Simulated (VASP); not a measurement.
Here is a VASP 6.6.1 calculation.

File INCAR:

```
PREC     = Accurate       # precision mode
ENCUT    = 520            # plane-wave cutoff, eV
EDIFF    = 1E-6           # SCF threshold, eV
ISMEAR   = 0              # smearing method
SIGMA    = 0.1            # smearing width, eV
LREAL    = False          # projectors in reciprocal space
LASPH    = True           # aspherical terms in the spheres
NELM     = 100            # most SCF steps
ALGO     = Normal         # electronic algorithm
ISIF     = 2              # what is computed and relaxed
LWAVE    = False          # write WAVECAR
LCHARG   = False          # write CHGCAR
GGA      = PE             # functional
NBANDS   = 20             # bands
```

File KPOINTS:

```
Automatic mesh
0
Gamma
  6 6 6
```

POSCAR

```
GaB4
1.0
    3.7314040805      0.0000000000      0.0000000000
    0.0000000000      3.7314040805      0.0000000000
    0.0000000000      0.0000000000      3.7314040805
Ga B
1 4
Direct
    0.5000000000      0.5000000000      0.5000000000
    0.8353186223      0.8353186223      0.8353186223
    0.1646813777      0.1646813777      0.8353186223
    0.1646813777      0.8353186223      0.1646813777
    0.8353186223      0.1646813777      0.1646813777
```

Potentials or basis: VASP PAW PBE potentials, release 64 (Ga_d, B).

Command:

```sh
$ cat potpaw_PBE.64/Ga_d/POTCAR potpaw_PBE.64/B/POTCAR > POTCAR
$ mpirun -np 1 vasp_std > vasp.out
```

(1) Predict the pressure.

(2) What does it give for the largest force?

(3) What does it give for the band gap on the k mesh?

## Answers

(1) -0.1 GPa.

(2) 0.030 eV/Å.

(3) none (metal or under the smearing width).
